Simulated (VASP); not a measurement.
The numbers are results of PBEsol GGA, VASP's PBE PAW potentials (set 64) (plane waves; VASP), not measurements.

A VASP calculation is set up with these files.

File KPOINTS:
```
Automatic mesh
0
Gamma
7 7 7
0 0 0
```

POSCAR:
```
KMgF3
1
    3.9852643809     0.0000000000    -0.0000000000
   -0.0000000000     3.9852643809     0.0000000000
   -0.0000000000    -0.0000000000     3.9852643809
K Mg F
1 1 3
Direct
  0.0000000000   0.0000000000   0.0000000000
  0.5000000000   0.5000000000   0.5000000000
  0.5000000000   0.0000000000   0.5000000000
  0.0000000000   0.5000000000   0.5000000000
  0.5000000000   0.5000000000   0.0000000000
```

### INCAR
```
# general
SYSTEM   =  KMgF3
PREC     =  Accurate
ENCUT    =  520   # plane-wave cut-off (eV)
LREAL    =  .FALSE.   # projection in real space or not
LASPH    =  .TRUE.
NBANDS   =  60

# electronic loop
EDIFF    =  1E-7   # SCF stop (eV)
NELM     =  100   # most electronic steps
ALGO     =  Normal   # blocked Davidson

# smearing
ISMEAR   =  0   # Gaussian
SIGMA    =  0.01   # width (eV)

# functional
GGA      =  PS   # PBEsol

# output
LWAVE    =  .FALSE.
LCHARG   =  .FALSE.
NEDOS    =  1001

# other
LOPTICS  =  .TRUE.
CSHIFT   =  0.1
```

POTCAR, in this order: K_sv Mg F (PBE.64 set). Program: vasp_std.

Output

**OSZICAR**
```
       N       E                     dE             d eps       ncg     rms          rms(c)
DAV:   1     0.245338366227E+03    0.24534E+03   -0.13826E+04  2400   0.518E+02
DAV:   2    -0.170049830295E+02   -0.26234E+03   -0.23503E+03  2808   0.186E+02
DAV:   3    -0.269626797002E+02   -0.99577E+01   -0.98529E+01  2912   0.327E+01
DAV:   4    -0.271315005165E+02   -0.16882E+00   -0.16830E+00  2952   0.360E+00
DAV:   5    -0.271360948551E+02   -0.45943E-02   -0.45939E-02  2764   0.540E-01    0.814E+00
DAV:   6    -0.253037880309E+02    0.18323E+01   -0.16059E+00  2668   0.696E+00    0.407E+00
DAV:   7    -0.252747612436E+02    0.29027E-01   -0.10686E-01  2880   0.111E+00    0.240E+00
DAV:   8    -0.252621219256E+02    0.12639E-01   -0.38897E-02  2904   0.921E-01    0.217E-01
DAV:   9    -0.252624937422E+02   -0.37182E-03   -0.32478E-03  2952   0.213E-01    0.187E-01
DAV:  10    -0.252626991316E+02   -0.20539E-03   -0.22217E-04  2740   0.635E-02    0.111E-01
DAV:  11    -0.252627824553E+02   -0.83324E-04   -0.16748E-04  2692   0.588E-02    0.661E-02
DAV:  12    -0.252627795077E+02    0.29475E-05   -0.17118E-05  2824   0.186E-02    0.808E-03
DAV:  13    -0.252627791352E+02    0.37250E-06   -0.75458E-07  2880   0.330E-03    0.305E-03
DAV:  14    -0.252627788938E+02    0.24139E-06   -0.12317E-07  2720   0.143E-03    0.129E-03
DAV:  15    -0.252627789028E+02   -0.89667E-08   -0.23253E-09  1628   0.197E-04
   1 F= -.25262779E+02 E0= -.25262779E+02  d E =-.283985E-22
 imaginary and real dielectric function
```

### OUTCAR
```
------------------------ aborting loop because EDIFF is reached ----------------------------------------
  FORCE on cell =-STRESS in cart. coord.  units (eV):
  Direction    XX          YY          ZZ          XY          YZ          ZX
  --------------------------------------------------------------------------------------
  Total       -0.0155252     -0.0155252     -0.0155252     -0.0000000     -0.0000000     -0.0000000
  in kB       -0.3929854     -0.3929854     -0.3929854     -0.0000000     -0.0000000     -0.0000000
  external PRESSURE =      -0.3929854 kB  Pullay stress =       0.0000000 kB
  volume of cell :       63.30
      direct lattice vectors                 reciprocal lattice vectors
     3.985264381  0.000000000  0.000000000     0.250924382  0.000000000  0.000000000
     0.000000000  3.985264381  0.000000000     0.000000000  0.250924382  0.000000000
     0.000000000  0.000000000  3.985264381     0.000000000  0.000000000  0.250924382
 POSITION                                       TOTAL-FORCE (eV/Angst)
 -----------------------------------------------------------------------------------
      0.00000      0.00000      0.00000         0.000000      0.000000      0.000000
      1.99263      1.99263      1.99263         0.000000      0.000000      0.000000
      1.99263      0.00000      1.99263         0.000000      0.000000      0.000000
      0.00000      1.99263      1.99263         0.000000      0.000000      0.000000
      1.99263      1.99263      0.00000         0.000000      0.000000      0.000000
 -----------------------------------------------------------------------------------
    total drift:                                0.000000      0.000000     -0.000000
  FREE ENERGIE OF THE ION-ELECTRON SYSTEM (eV)
  ---------------------------------------------------
  free  energy   TOTEN  =       -25.2627789028 eV

  energy  without entropy=      -25.2627789028  energy(sigma->0) =      -25.26277890

 plasma frequency squared (from intraband transitions) (eV^2)
  --------------------------------------------------------------------------------------
       0.000      -0.000       0.000
       0.000       0.000       0.000
      -0.000       0.000       0.000

 plasma frequency squared (from interband transitions, int dw w eps(2)(w)) (eV^2)
  --------------------------------------------------------------------------------------
     417.803       0.000      -0.000       0.000       0.000       0.000
      -0.000      -0.000     417.803       0.000      -0.000       0.000
       0.000      -0.000      -0.000      -0.000     417.803       0.000
```
(Selected blocks of OUTCAR.)

The compound is KMgF3 in the cubic perovskite structure. It was relaxed first.
